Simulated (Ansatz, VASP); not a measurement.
**Cross-check of H3C2N (ionic liquid BMIM+ dicyanamide at 450 K) between VASP and Ansatz**

One calculation is typed for both programs; each brings its own data sets. How far apart do they land? The cell is taken from a series of runs on this material, whose earlier steps may have relaxed, scaled, displaced or heated it; both programs get it as it stands.

Program: Ansatz 0.2.0. Level of theory: plane waves, with VASP 6.6.1 beside it; single point at r2SCAN with D3(BJ). Results are calculated unless marked as measured.

**1. The starting structure**

The cell holds 90 atoms: 30 C, 15 N and 45 H. Its edges and angles: a = 9.903 Å, b = 9.903 Å, c = 9.903 Å, α = 90.0°, β = 90.0°, γ = 90.0°. As first built, before any earlier steps moved the atoms (in the runner's words): 3 BMIM+, 3 dicyanamide placed at random, at 1.05 g/cm^3; overlaps pushed apart, then 10 ps at 700 K with MMFF94 bonds, angles, torsions, charges and radii (Halgren, J. Comput. Chem. 17, 490 (1996)) in harmonic and 12-6 forms; charges of ions scaled by 0.8. Snapshot after 30 ps at 450 K and fixed volume.

As a file:

```
C N H
1.0
     9.90267    0.00000    0.00000
     0.00000    9.90267    0.00000
     0.00000    0.00000    9.90267
C N H
30 15 45
Direct
  0.03772 0.92902 0.45772
  0.06570 0.79197 0.39056
  0.94077 0.71119 0.36986
  0.88930 0.70230 0.22451
  0.73044 0.90733 0.21276
  0.71764 0.01663 0.12596
  0.85245 0.09139 0.93182
  0.89173 0.88521 0.05548
  0.68952 0.86283 0.67302
  0.64988 0.99793 0.62623
  0.50906 0.03061 0.65955
  0.49716 0.17708 0.63937
  0.31421 0.25571 0.78762
  0.18190 0.29331 0.77889
  0.02997 0.32040 0.56449
  0.25634 0.23017 0.57565
  0.17730 0.43932 0.20379
  0.26506 0.48917 0.09623
  0.30129 0.63392 0.12823
  0.42034 0.69801 0.05501
  0.32550 0.76670 0.83681
  0.33701 0.72857 0.70231
  0.46867 0.53800 0.58107
  0.45809 0.58593 0.82739
  0.94778 0.67049 0.78826
  0.79356 0.50580 0.76409
  0.64176 0.38161 0.08745
  0.75462 0.36706 0.28921
  0.28447 0.07984 0.13708
  0.38102 0.96431 0.31769
  0.85161 0.83184 0.17509
  0.82343 0.99941 0.03782
  0.36498 0.22998 0.66025
  0.15236 0.29292 0.63480
  0.40875 0.68211 0.90794
  0.41673 0.61235 0.70023
  0.04053 0.71463 0.73568
  0.84242 0.60593 0.85817
  0.76396 0.42270 0.68370
  0.60504 0.34102 0.98138
  0.66156 0.45232 0.21281
  0.79844 0.28130 0.35463
  0.20412 0.06165 0.05220
  0.37700 0.09912 0.25583
  0.39590 0.85886 0.36558
  0.98548 0.99067 0.37463
  0.96414 0.92168 0.54281
  0.14490 0.95689 0.47658
  0.11916 0.81022 0.28819
  0.14233 0.73447 0.44907
  0.85942 0.74451 0.43870
  0.97786 0.61359 0.39383
  0.79781 0.65403 0.22593
  0.96896 0.65091 0.16282
  0.68290 0.87650 0.30308
  0.65765 0.10758 0.12767
  0.76105 0.11520 0.89731
  0.91305 0.03962 0.84874
  0.90806 0.17318 0.98082
  0.98486 0.85411 0.00666
  0.64464 0.77963 0.61780
  0.79645 0.85826 0.66235
  0.65181 0.85700 0.77774
  0.66376 0.98709 0.51722
  0.71400 0.07508 0.65091
  0.48084 0.99504 0.76656
  0.44378 0.97096 0.59250
  0.55606 0.22937 0.71553
  0.52970 0.20240 0.53607
  0.37849 0.27544 0.87171
  0.12338 0.34918 0.85148
  0.95677 0.25405 0.60771
  0.00367 0.43344 0.57143
  0.05089 0.30048 0.46442
  0.26045 0.20427 0.46418
  0.10322 0.38218 0.14787
  0.23788 0.37828 0.27108
  0.14160 0.51547 0.27369
  0.20693 0.49769 0.99159
  0.34696 0.42728 0.06991
  0.33683 0.63520 0.22978
  0.22069 0.69922 0.11290
  0.51828 0.65445 0.08511
  0.42751 0.80086 0.07641
  0.25860 0.83458 0.89334
  0.29499 0.76377 0.61244
  0.37608 0.49202 0.54395
  0.53044 0.45201 0.61371
  0.52441 0.59459 0.51028
  0.53139 0.50780 0.84620
```

**2. VASP: single point, r2SCAN with D3(BJ), pair 1**

A single point gives forces, pressure and levels at one fixed geometry, so differences don't come from the geometry; what else differs is listed under the comparison.

Lines of VASP's logs that name or quote its potential files are left out, and so is its time.

File INCAR:

```
SYSTEM = H3C2N
PREC = Accurate
ENCUT = 580
EDIFF = 1E-06
NELM = 120
ISMEAR = 0
SIGMA = 0.01
LREAL = Auto
ALGO = Normal
METAGGA = R2SCAN
IVDW = 12
VDW_S6 = 1
VDW_S8 = 0.78981345
VDW_A1 = 0.49484001
VDW_A2 = 5.73083694
LASPH = .TRUE.
NBANDS = 184
LORBIT = 11
LWAVE = .FALSE.
LCHARG = .FALSE.
ISIF = 2
GGA_COMPAT = .FALSE.
EFERMI = MIDGAP
LMIXTAU = .TRUE.
NCORE = 2
```

File POSCAR:

```
H3C2N
1.0
    9.9026700000      0.0000000000      0.0000000000
    0.0000000000      9.9026700000      0.0000000000
    0.0000000000      0.0000000000      9.9026700000
C N H
30 15 45
Direct
    0.0377200000      0.9290200000      0.4577200000
    0.0657000000      0.7919700000      0.3905600000
    0.9407700000      0.7111900000      0.3698600000
    0.8893000000      0.7023000000      0.2245100000
    0.7304400000      0.9073300000      0.2127600000
    0.7176400000      0.0166300000      0.1259600000
    0.8524500000      0.0913900000      0.9318200000
    0.8917300000      0.8852100000      0.0554800000
    0.6895200000      0.8628300000      0.6730200000
    0.6498800000      0.9979300000      0.6262300000
    0.5090600000      0.0306100000      0.6595500000
    0.4971600000      0.1770800000      0.6393700000
    0.3142100000      0.2557100000      0.7876200000
    0.1819000000      0.2933100000      0.7788900000
    0.0299700000      0.3204000000      0.5644900000
    0.2563400000      0.2301700000      0.5756500000
    0.1773000000      0.4393200000      0.2037900000
    0.2650600000      0.4891700000      0.0962300000
    0.3012900000      0.6339200000      0.1282300000
    0.4203400000      0.6980100000      0.0550100000
    0.3255000000      0.7667000000      0.8368100000
    0.3370100000      0.7285700000      0.7023100000
    0.4686700000      0.5380000000      0.5810700000
    0.4580900000      0.5859300000      0.8273900000
    0.9477800000      0.6704900000      0.7882600000
    0.7935600000      0.5058000000      0.7640900000
    0.6417600000      0.3816100000      0.0874500000
    0.7546200000      0.3670600000      0.2892100000
    0.2844700000      0.0798400000      0.1370800000
    0.3810200000      0.9643100000      0.3176900000
    0.8516100000      0.8318400000      0.1750900000
    0.8234300000      0.9994100000      0.0378200000
    0.3649800000      0.2299800000      0.6602500000
    0.1523600000      0.2929200000      0.6348000000
    0.4087500000      0.6821100000      0.9079400000
    0.4167300000      0.6123500000      0.7002300000
    0.0405300000      0.7146300000      0.7356800000
    0.8424200000      0.6059300000      0.8581700000
    0.7639600000      0.4227000000      0.6837000000
    0.6050400000      0.3410200000      0.9813800000
    0.6615600000      0.4523200000      0.2128100000
    0.7984400000      0.2813000000      0.3546300000
    0.2041200000      0.0616500000      0.0522000000
    0.3770000000      0.0991200000      0.2558300000
    0.3959000000      0.8588600000      0.3655800000
    0.9854800000      0.9906700000      0.3746300000
    0.9641400000      0.9216800000      0.5428100000
    0.1449000000      0.9568900000      0.4765800000
    0.1191600000      0.8102200000      0.2881900000
    0.1423300000      0.7344700000      0.4490700000
    0.8594200000      0.7445100000      0.4387000000
    0.9778600000      0.6135900000      0.3938300000
    0.7978100000      0.6540300000      0.2259300000
    0.9689600000      0.6509100000      0.1628200000
    0.6829000000      0.8765000000      0.3030800000
    0.6576500000      0.1075800000      0.1276700000
    0.7610500000      0.1152000000      0.8973100000
    0.9130500000      0.0396200000      0.8487400000
    0.9080600000      0.1731800000      0.9808200000
    0.9848600000      0.8541100000      0.0066600000
    0.6446400000      0.7796300000      0.6178000000
    0.7964500000      0.8582600000      0.6623500000
    0.6518100000      0.8570000000      0.7777400000
    0.6637600000      0.9870900000      0.5172200000
    0.7140000000      0.0750800000      0.6509100000
    0.4808400000      0.9950400000      0.7665600000
    0.4437800000      0.9709600000      0.5925000000
    0.5560600000      0.2293700000      0.7155300000
    0.5297000000      0.2024000000      0.5360700000
    0.3784900000      0.2754400000      0.8717100000
    0.1233800000      0.3491800000      0.8514800000
    0.9567700000      0.2540500000      0.6077100000
    0.0036700000      0.4334400000      0.5714300000
    0.0508900000      0.3004800000      0.4644200000
    0.2604500000      0.2042700000      0.4641800000
    0.1032200000      0.3821800000      0.1478700000
    0.2378800000      0.3782800000      0.2710800000
    0.1416000000      0.5154700000      0.2736900000
    0.2069300000      0.4976900000      0.9915900000
    0.3469600000      0.4272800000      0.0699100000
    0.3368300000      0.6352000000      0.2297800000
    0.2206900000      0.6992200000      0.1129000000
    0.5182800000      0.6544500000      0.0851100000
    0.4275100000      0.8008600000      0.0764100000
    0.2586000000      0.8345800000      0.8933400000
    0.2949900000      0.7637700000      0.6124400000
    0.3760800000      0.4920200000      0.5439500000
    0.5304400000      0.4520100000      0.6137100000
    0.5244100000      0.5945900000      0.5102800000
    0.5313900000      0.5078000000      0.8462000000
```

File KPOINTS:

```
Automatic mesh
0
Gamma
1 1 1
0 0 0
```

PAW data sets: C, N and H (PBE family, release 64).

The run is started by

```sh
> mpirun -np 8 vasp_gam
```

Numbers of over 12 decimals in the logs are rounded to 6 here.

Log:

```text
[banner, memory and clock lines left out]
running    8 mpi-ranks, on    1 nodes
[...]
|                                                                             |
|               ----> ADVICE to this user running VASP <----                  |
|                                                                             |
|     You enforced a specific xc type in the INCAR file but a different       |
|     [... a line on the potential file left out ...]
|     I HOPE YOU KNOW WHAT YOU ARE DOING!                                     |
|                                                                             |

 LDA part: xc-table for (None), standard interpolation
 POSCAR, INCAR and KPOINTS ok, starting setup
[...]
entering main loop
       N       E                     dE             d eps       ncg     rms          rms(c)
DAV:   1     0.178939465395E+04    0.17894E+04   -0.13254E+05   368   0.134E+03
DAV:   2    -0.455498710412E+03   -0.22449E+04   -0.20970E+04   464   0.301E+02
DAV:   3    -0.688195969793E+03   -0.23270E+03   -0.23039E+03   464   0.101E+02
DAV:   4    -0.693932693081E+03   -0.57367E+01   -0.57099E+01   472   0.179E+01
[...]
DAV:  21    -0.584860042485E+03   -0.49669E-04   -0.26730E-05   392   0.194E-02    0.215E-03
DAV:  22    -0.584860056259E+03   -0.13774E-04   -0.15404E-05   384   0.142E-02    0.143E-03
DAV:  23    -0.584860056747E+03   -0.48738E-06   -0.26936E-06   360   0.568E-03
   1 F= -.58736860E+03 E0= -.58736860E+03  d E =0.000000E+00
```

From OUTCAR (step 2):

```text
  FREE ENERGIE OF THE ION-ELECTRON SYSTEM (eV)
  ---------------------------------------------------
  free  energy   TOTEN  =      -587.3685985822 eV

  energy  without entropy=     -587.3685985822  energy(sigma->0) =     -587.36859858

[... 1 further part left out ...]
```

The run ends at a pressure of -0.82 GPa, with forces up to 6.9 eV/Å.

[end of part 1 of 4]

[Lines on the potential files, build, host, timing and source positions are cut from VASP's logs without a mark.]

[Logs are printed without paths, hosts, clocks, repeated set-up lines and the standing remarks that a program may print on its own settings, such as how far it seeks lower states.]

[Hosts, paths, dates, database ids (printed as entryN), source tags and the programs' standing remarks are cut or masked in the printed files.]

[The MMFF94 radii named for the starting cell were scaled by 0.96; in molecules described by MMFF94, hydrogen bound to N, O or S took a small fixed 12-6 site in their place.]
